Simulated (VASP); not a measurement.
Set up this calculation in VASP 6.6.1, as the native input.

```
Task                   : relaxation of cell and atoms
Functional             : PBEsol
Potentials or basis    : VASP PAW PBE potentials, release 64 (Si)
Cutoff                 : 300 eV
k mesh                 : 14 × 14 × 14
Occupations            : gaussian, width 0.1 eV
Spin                   : no spin polarisation
Further INCAR settings : ALGO = Fast; EDIFF = 1e-07; IBRION = 2; EDIFFG = -0.005; NSW = 90; ISIF = 3
```

The structure of Si lies in POSCAR:

```
Si
1.0
    0.0000000000      2.7185000000      2.7185000000
    2.7185000000      0.0000000000      2.7185000000
    2.7185000000      2.7185000000      0.0000000000
Si
2
Direct
    0.5000000000      0.5000000000      0.5000000000
    0.7500000000      0.7500000000      0.7500000000
```

These files were run (other wordings do the same):

INCAR

```
PREC = Accurate
ENCUT = 300
EDIFF = 1E-7
ISMEAR = 0
SIGMA = 0.1
LREAL = False
LASPH = True
NELM = 60
ALGO = Fast
ISIF = 3
LWAVE = False
LCHARG = False
GGA = PS
IBRION = 2
NSW = 90
EDIFFG = -0.005
```

KPOINTS

```
regular mesh
0
Gamma
  14 14 14
```

Potentials or basis: VASP PAW PBE potentials, release 64 (Si).

Command:

```bash
$ cat potpaw_PBE.64/Si/POTCAR > POTCAR
$ mpirun -np 1 vasp_std > vasp.out
```

It gave:

| Quantity | Value |
| --- | --- |
| Relaxed volume | 20.05 Å³/atom |
| Relaxed cell | a = 3.842 Å, b = 3.842 Å, c = 3.842 Å, α = 60.00°, β = 60.00°, γ = 60.00° |
| Space group after relaxing (to 0.05 Å) | Fd-3m (No. 227) |
| Energy gained by relaxing | 0.0 meV/atom |
| Ionic steps | 3 |
| Pressure after relaxing | 0.0 GPa |
| Band gap on the k mesh | 0.46 eV, indirect (least direct gap 2.52 eV) |

Caveat: the cutoff is under 1.25 times the usual one of these potentials, so pressure, stress and relaxed cells hold a basis-set (Pulay) error; the PAW data sets were made with another functional, which shifts forces and pressure a little.

It took 17 s on 1 thread of Intel(R) Xeon(R) 6975P-C (Granite Rapids), on a shared host, peak memory 0.13 GiB.
